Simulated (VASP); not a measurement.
# Zn2B (Fm-3m) in VASP: further runs

One crystal, Zn2B, is run at these levels: PBE, RPBE; tasks: relaxation of cell and atoms, relaxation of the atoms.

All numbers are computed with VASP 6.6.1; they aren't measurements. Logs are shortened: lines on timing, memory, paths and dates and some standing lists are left out, and cuts for length are marked.

### 1 The structure

Symmetry: Fm-3m, No. 225, cubic system. Conventional cell: a = 5.291 Å, b = 5.291 Å, c = 5.291 Å, α = 90.00°, β = 90.00°, γ = 90.00°. Zn (site symmetry -43m) has 4 B at 2.29 Å as nearest neighbours. B (site symmetry m-3m) has 8 Zn at 2.29 Å as nearest neighbours.

The cell was built by a generator and needn't be a form met in nature.

### 2 Relaxation of cell and atoms, PBE

The input, INCAR:

```
SYSTEM = Zn2B
PREC = Accurate
ENCUT = 600
EDIFF = 1E-7
ISMEAR = 1
SIGMA = 0.1
LREAL = .False.
LASPH = .True.
NELM = 80
ALGO = Normal
ISIF = 3
LWAVE = .False.
LCHARG = .False.
GGA = PE
IBRION = 2
NSW = 60
EDIFFG = -0.01
```

The input, KPOINTS:

```
Automatic mesh
0
Gamma
  9 9 9
  0 0 0
```

The input, POSCAR:

```
Zn2B
1.0
    0.0000000000      2.6457300000      2.6457300000
    2.6457300000      0.0000000000      2.6457300000
    2.6457300000      2.6457300000      0.0000000000
Zn B
2 1
Direct
    0.2500000000      0.2500000000      0.2500000000
    0.7500000000      0.7500000000      0.7500000000
    0.5000000000      0.5000000000      0.5000000000
```

Potentials or basis: VASP PAW PBE potentials, release 64 (Zn, B).

Started as:

```
$ cat potpaw_PBE.64/Zn/POTCAR potpaw_PBE.64/B/POTCAR > POTCAR
$ mpirun -np 1 vasp_std > vasp.out
```

OUTCAR:

```text
SYSTEM = Zn2B
   PREC = Accurate
   ENCUT = 600
   EDIFF = 1E-7
   ISMEAR = 1
   LREAL = .False.
   LASPH = .True.
   NELM = 80
   ISIF = 3
   GGA = PE
   IBRION = 2
   NSW = 60
   EDIFFG = -0.01

 ion  position               nearest neighbor table
   1  0.250  0.250  0.250-   3 2.29   3 2.29   3 2.29   3 2.29   2 2.65   2 2.65   2 2.65   2 2.65
                             2 2.65   2 2.65
   2  0.750  0.750  0.750-   3 2.29   3 2.29   3 2.29   3 2.29   1 2.65   1 2.65   1 2.65   1 2.65
                             1 2.65   1 2.65
   3  0.500  0.500  0.500-   1 2.29   1 2.29   1 2.29   1 2.29   2 2.29   2 2.29   2 2.29   2 2.29

  LATTYP: Found a face centered cubic cell.
 ALAT       =     5.2914600000

  Lattice vectors:

 A1 = (   0.0000000000,   2.6457300000,   2.6457300000)
 A2 = (   2.6457300000,   0.0000000000,   2.6457300000)
 A3 = (   2.6457300000,   2.6457300000,   0.0000000000)

Analysis of symmetry for initial positions (statically):
=====================================================================
 Subroutine PRICEL returns:
 Original cell was already a primitive cell.

 Routine SETGRP: Setting up the symmetry group for a
 face centered cubic supercell.

 Subroutine GETGRP returns: Found 48 space group operations
 (whereof 48 operations were pure point group operations)
 out of a pool of 48 trial point group operations.

The static configuration has the point symmetry O_h .

Analysis of symmetry for dynamics (positions and initial velocities):
=====================================================================
 Subroutine PRICEL returns:
 Original cell was already a primitive cell.

 Routine SETGRP: Setting up the symmetry group for a
 face centered cubic supercell.

 Subroutine GETGRP returns: Found 48 space group operations
 (whereof 48 operations were pure point group operations)
 out of a pool of 48 trial point group operations.

The dynamic configuration has the point symmetry O_h .

 Subroutine INISYM returns: Found 48 space group operations
 (whereof 48 operations are pure point group operations),
 and found     1 'primitive' translations

----------------------------------------------------------------------------------------

                                     Primitive cell

  volume of cell :      37.0396

  direct lattice vectors                    reciprocal lattice vectors
     0.000000000  2.645730000  2.645730000    -0.188983759  0.188983759  0.188983759
     2.645730000  0.000000000  2.645730000     0.188983759 -0.188983759  0.188983759
     2.645730000  2.645730000  0.000000000     0.188983759  0.188983759 -0.188983759

  length of vectors
     3.741627248  3.741627248  3.741627248     0.327329472  0.327329472  0.327329472

  position of ions in fractional coordinates (direct lattice)
     0.250000000  0.250000000  0.250000000
     0.750000000  0.750000000  0.750000000
     0.500000000  0.500000000  0.500000000

  ion indices of the primitive-cell ions
   primitive index   ion index
                 1           1
                 2           2
                 3           3

----------------------------------------------------------------------------------------

 KPOINTS: Automatic mesh

Automatic generation of k-mesh.
 Grid dimensions read from file:
 generate k-points for:    9    9    9

 Generating k-lattice:

  Cartesian coordinates                     Fractional coordinates (reciprocal lattice)
    -0.020998195  0.020998195  0.020998195     0.111111111  0.000000000  0.000000000
     0.020998195 -0.020998195  0.020998195     0.000000000  0.111111111  0.000000000
     0.020998195  0.020998195 -0.020998195     0.000000000  0.000000000  0.111111111

  Length of vectors
     0.036369941  0.036369941  0.036369941

  Shift w.r.t. Gamma in fractional coordinates (k-lattice)
     0.000000000  0.000000000  0.000000000

 Subroutine IBZKPT returns following result:
 ===========================================

 Found     35 irreducible k-points:

 Following reciprocal coordinates:
            Coordinates               Weight
  0.000000  0.000000  0.000000      1.000000
  0.111111  0.000000  0.000000      8.000000
  0.222222  0.000000  0.000000      8.000000
  0.333333  0.000000  0.000000      8.000000
  0.444444  0.000000  0.000000      8.000000
  0.111111  0.111111  0.000000      6.000000
[... 16 lines left out ...]
 -0.333333  0.333333  0.000000     12.000000
  0.444444  0.444444  0.000000      6.000000
 [... further k-points ...]
   k-points           NKPTS =     35   k-points in BZ     NKDIM =     35   number of bands    NBANDS=     17
   number of dos      NEDOS =    301   number of ions     NIONS =      3
   total plane-waves  NPLWV =  27000
   dimension x,y,z NGX =    30 NGY =   30 NGZ =   30
   dimension x,y,z NGXF=    60 NGYF=   60 NGZF=   60
   ions per type =               2   1
   NGX,Y,Z   is equivalent  to a cutoff of  13.33, 13.33, 13.33 a.u.
   NGXF,Y,Z  is equivalent  to a cutoff of  26.66, 26.66, 26.66 a.u.
 SYSTEM =  Zn2B
   PREC   = accura    normal or accurate (medium, high low for compatibility)
   ISTART =      0    job   : 0-new  1-cont  2-samecut
   ICHARG =      2    charge: 1-file 2-atom 10-const
   ISPIN  =      1    spin polarized calculation?
   LNONCOLLINEAR =      F non collinear calculations
   LSORBIT =      F    spin-orbit coupling
   LASPH  =      T    aspherical Exc in radial PAW
   ENCUT  =  600.0 eV  44.10 Ry    6.64 a.u.   7.47  7.47  7.47*2*pi/ulx,y,z
   NELM   =     80;   NELMIN=  2; NELMDL= -5     # of ELM steps
   EDIFF  = 0.1E-06   stopping-criterion for ELM
   LREAL  =      F    real-space projection
   EDIFFG = -.1E-01   stopping-criterion for IOM
   NSW    =     60    number of steps for IOM
   IBRION =      2    ionic relax: 0-MD 1-quasi-New 2-CG
   NFREE  =      1    steps in history (QN), initial steepest desc. (CG)
   ISIF   =      3    stress and relaxation
   ISYM   =      2    0-nonsym 1-usesym 2-fastsym
   POTIM  = 0.5000    time-step for ionic-motion
   TEBEG  =    0.0;   TEEND  =   0.0 temperature during run
   PSTRESS=    0.0 pullay stress
   NELECT =      27.0000    total number of electrons
   NUPDOWN=      -1.0000    fix difference up-down
   EMIN   =  10.00;   EMAX   =-10.00  energy-range for DOS
   EFERMI =   0.00;   METHOD = LEGACY
   ISMEAR =     1;   SIGMA  =   0.10  broadening in eV -4-tet -1-fermi 0-gaus
   EFERMI_NEDOS =   21; number of points for ismear=-14 and -15
   IALGO  =     38    algorithm
   IMIX   =      4    mixing-type and parameters
     AMIX     =   0.40;   BMIX     =  1.00
     AMIX_MAG =   1.60;   BMIX_MAG =  1.00
  volume/ion in A,a.u.               =      12.35        83.32
  Fermi-wavevector in a.u.,A,eV,Ry     =   1.473354  2.784236 29.535163  2.170773
  Thomas-Fermi vector in A             =   2.588258
   LORBIT       =      0    0 simple, 1 ext, 2 COOP (PROOUT), +10 PAW based schemes
   GGA     = PE    functional components
   LHFCALC =     F    Hartree Fock is set to
   AEXX    =    0.0000 exact exchange contribution
   IVDW    =     0    specifies the selected vdW correction
   LEPSILON=     F    determine dielectric tensor
   LRPA    =     F    only Hartree local field effects (RPA)
 conjugate gradient relaxation of ions
 non-spin polarized calculation
 Methfessel and Paxton  Order N= 1 SIGMA  =   0.10
  energy-cutoff  :      600.00
  volume of cell :       37.04
 maximum number of plane-waves:      1261
 NGX is ok and might be reduce to    30
   NGX = 15   NGY = 15   NGZ = 15

--------------------------------------- Ionic step        1  -------------------------------------------

 number of electron      26.9999973 magnetization

 Free energy of the ion-electron system (eV)
  ---------------------------------------------------
  ext. energy  EPLUGINS =         0.00000000
  ---------------------------------------------------
  free energy    TOTEN  =        -7.86889881 eV

  energy without entropy =       -7.86777378  energy(sigma->0) =       -7.86852380

------------------------ aborting loop because EDIFF is reached ----------------------------------------

  FORCE on cell =-STRESS in cart. coord.  units (eV):
  Direction    XX          YY          ZZ          XY          YZ          ZX
  --------------------------------------------------------------------------------------
  -------------------------------------------------------------------------------------
  Total        0.1711731      0.1711731      0.1711731     -0.0000000      0.0000000      0.0000000
  in kB        7.4042222      7.4042222      7.4042222     -0.0000000      0.0000000      0.0000000
  external PRESSURE =       7.4042222 kB  Pullay stress =       0.0000000 kB
[... 59 lines left out ...]
  energy  without entropy=       -7.8683039092  energy(sigma->0) =       -7.86900075

--------------------------------------- Ionic step        3  -------------------------------------------

 number of electron      26.9999977 magnetization

 Free energy of the ion-electron system (eV)
  ---------------------------------------------------
  ext. energy  EPLUGINS =         0.00000000
  ---------------------------------------------------
  free energy    TOTEN  =        -7.86940514 eV

  energy without entropy =       -7.86834020  energy(sigma->0) =       -7.86905016

 E-fermi :   3.3143     XC(G=0): -11.6158

 val. band max:        3.2896950938   @ k =  -0.3333   0.2222   0.0000
 cond. band min:       3.3857918898   @ k =   0.4444   0.1111   0.0000
 fundamental gap:      0.0960967960
 Fermi energy:         3.3143259498

 k-point     1 :       0.0000    0.0000    0.0000
  band No.  band energies     occupation
      1      -8.1050      2.00000
      2      -4.5928      2.00000
      3      -4.5928      2.00000
      4      -4.5928      2.00000
      5      -4.5067      2.00000
      6      -4.5067      2.00000
[... 9 lines left out ...]
     16       7.7462      0.00000
     17       7.7462      0.00000
[... 443 lines left out ...]
      1      -5.5440      2.00000
      2      -4.8979      2.00000
      3      -4.3654      2.00000
      4      -4.1831      2.00000
      5      -3.8429      2.00000
      6      -3.8429      2.00000
[... 9 lines left out ...]
     16       6.1500      0.00000
     17      13.4040      0.00000

 [... further k-points ...]

------------------------ aborting loop because EDIFF is reached ----------------------------------------

  FORCE on cell =-STRESS in cart. coord.  units (eV):
  Direction    XX          YY          ZZ          XY          YZ          ZX
  --------------------------------------------------------------------------------------
  -------------------------------------------------------------------------------------
  Total        0.0067744      0.0067744      0.0067744      0.0000000     -0.0000000     -0.0000000
  in kB        0.2912533      0.2912533      0.2912533      0.0000000     -0.0000000     -0.0000000
  external PRESSURE =       0.2912533 kB  Pullay stress =       0.0000000 kB
[... 18 lines left out ...]
  FREE ENERGIE OF THE ION-ELECTRON SYSTEM (eV)
  ---------------------------------------------------
  free  energy   TOTEN  =        -7.8694051446 eV

  energy  without entropy=       -7.8683401984  energy(sigma->0) =       -7.86905016

 reached required accuracy - stopping structural energy minimisation
```

Wall time 61 s (1 thread of Intel Xeon Platinum 8488C (Sapphire Rapids), shared host); peak memory 0.18 GiB.

Results:

- Free energy: -7.8694 eV
- Relaxed volume: 12.42 Å³/atom
- Relaxed cell: a = 3.749 Å, b = 3.749 Å, c = 3.749 Å, α = 60.00°, β = 60.00°, γ = 60.00°
- Space group after relaxing (to 0.05 Å): Fm-3m (No. 225)
- Energy gained by relaxing: 0.2 meV/atom
- Ionic steps: 3
- Pressure after relaxing: 0.0 GPa
- Band gap on the k mesh: none (metal or under the smearing width)

The path:
```tsv
step	energy change (eV)	largest force (eV/Å)	pressure (GPa)	volume (Å³)
1	0.0000	0.0000	0.74	37.04
2	-0.0005	0.0000	-0.24	37.35
3	-0.0005	0.0000	0.03	37.27
```

Final structure:
```cif
data_structure
_symmetry_space_group_name_H-M 'P 1'
_symmetry_Int_Tables_number 1
_cell_length_a 3.7492
_cell_length_b 3.7492
_cell_length_c 3.7492
_cell_angle_alpha 60.000
_cell_angle_beta 60.000
_cell_angle_gamma 60.000
_cell_volume 37.27
loop_
_atom_site_label
_atom_site_type_symbol
_atom_site_fract_x
_atom_site_fract_y
_atom_site_fract_z
_atom_site_occupancy
Zn1 Zn 0.25000 0.25000 0.25000 1
Zn2 Zn 0.75000 0.75000 0.75000 1
B1 B 0.50000 0.50000 0.50000 1
```

### 3 Relaxation of the atoms, RPBE

The input, INCAR:

```
PREC     = Accurate       # precision mode
ENCUT    = 520            # plane-wave cutoff, eV
EDIFF    = 1E-6           # SCF threshold, eV
ISMEAR   = 1              # smearing method
SIGMA    = 0.1            # smearing width, eV
LREAL    = F              # projectors in reciprocal space
LASPH    = T              # aspherical terms in the spheres
NELM     = 80             # most SCF steps
ALGO     = Normal         # electronic algorithm
ISIF     = 2              # what is computed and relaxed
LWAVE    = F              # write WAVECAR
LCHARG   = F              # write CHGCAR
GGA      = RP             # functional
IBRION   = 2              # ionic algorithm
NSW      = 40             # ionic steps
EDIFFG   = -0.01          # ionic threshold
```

The input, KPOINTS:

```
Automatic mesh
0
Gamma
  9 9 9
```

POSCAR is that of step 2.

Potentials or basis: VASP PAW PBE potentials, release 64 (Zn, B).

Started as:

```
$ cat potpaw_PBE.64/Zn/POTCAR potpaw_PBE.64/B/POTCAR > POTCAR
$ mpirun -np 1 vasp_std > vasp.out
```

It took 19 s on 1 thread of Intel Xeon Platinum 8488C (Sapphire Rapids), shared host; peak memory 0.16 GiB.

Results (log left out):

* Free energy: -6.7957 eV
* Pressure after relaxing: 4.5 GPa
* Band gap on the k mesh: none (metal or under the smearing width)

Final structure:
```
Zn B
1.0
     0.00000    2.64573    2.64573
     2.64573    0.00000    2.64573
     2.64573    2.64573    0.00000
Zn B
2 1
Cartesian
  1.3229 1.3229 1.3229
  3.9686 3.9686 3.9686
  2.6457 2.6457 2.6457
```

Levels at points of the mesh, in eV from the Fermi level:
| k point | band 11 | band 12 | band 13 | band 14 | band 15 | band 16 | band 17 |
| --- | --- | --- | --- | --- | --- | --- | --- |
| (0.00, 0.00, 0.00) | -6.38 | 2.14 | 2.14 | 2.14 | 4.45 | 4.47 | 4.47 |

Caveat: the relaxation stopped at its first step, so nothing moved; the PAW data sets were made with another functional, which shifts forces and pressure a little.
